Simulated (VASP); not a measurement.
Input:

```xyz
1
Lattice="-1.6500 1.6500 1.6500 1.6500 -1.6500 1.6500 1.6500 1.6500 -1.6500" Properties=species:S:1:pos:R:3 pbc="T T T"
Ta     0.0000     0.0000     0.0000
```

Computed with optB88-vdW, VASP's PBE PAW potentials (set 64) (plane waves; VASP 6.6.1). Numerical set-up: 520 eV cut-off, 14×14×14 Γ-centred mesh, first-order Methfessel-Paxton smearing of 0.10 eV, potentials Ta_pv.

Problem. The ions, cell shape and volume are relaxed. Which structure does the run end with?

Solution. 
```xyz
1
Lattice="-1.6572 1.6572 1.6572 1.6572 -1.6572 1.6572 1.6572 1.6572 -1.6572" Properties=species:S:1:pos:R:3 pbc="T T T"
Ta     0.0000     0.0000     0.0000
```
Space group Im-3m (229), at a tolerance of 0.03 Å.

Problem. How do energy and volume change from the first to the last step?

Solution. The energy (σ→0) changes by -1.9 meV/atom and the volume by +1.3 %, in 3 ionic steps.

```
step  E(σ→0) (eV)  max force (eV/Å)  pressure (GPa)  volume (Å³)
----  -----------  ----------------  --------------  -----------
1         -8.9576             0.000            2.69        17.97
2         -8.9489             0.000           -5.88        18.77
3         -8.9596             0.000           -0.02        18.20
```

The compound is Ta in the bcc structure. This run relaxes it. Symmetry was kept, so distortions that lower it aren't found.
